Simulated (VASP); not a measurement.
Cost and result of VASP (PAW) for the lattice constant a of Fe (bcc). Static lattice. The cost counts the five points of the equation of state, each on the mesh and cut-off of its row, so the ratios hold those differences too. With PBE it took about 2 core-minutes. Times come from single runs on busy shared machines, so they are rough: good to a factor of about 2.

Measured: 2.853 Å at 0 K (as given by Daniel Mejia-Rodriguez et al., Physical Review B (2018), arXiv:1807.09216; static lattice: zero-point anharmonic expansion removed).

```tsv
level	k-mesh	cut-off (eV)	lattice constant a (Å)	error (%)	cost over PBE
PBE-D3(BJ)	18×18×18	520	2.806	-1.6	within a factor of 2
AM05	18×18×18	520	2.786	-2.4	within a factor of 2
LDA	18×18×18	520	2.747	-3.7	within a factor of 2
PBEsol	18×18×18	520	2.788	-2.3	within a factor of 2
rev-vdW-DF2	18×18×18	520	2.807	-1.6	within a factor of 2
PBE	18×18×18	520	2.829	-0.8	reference
optB88-vdW	18×18×18	520	2.821	-1.1	within a factor of 2
revTPSS	18×18×18	520	___	___	___
```

Problem. Fill in the missing entries.

Solution. 
- revTPSS, lattice constant a (Å): 2.795
- revTPSS, error (%): -2.0
- revTPSS, cost over PBE: about 4 times

Left out are levels that failed, ran on another kind of processor or have no fit band path; at most nine are shown.

The compound is Fe in the bcc structure.
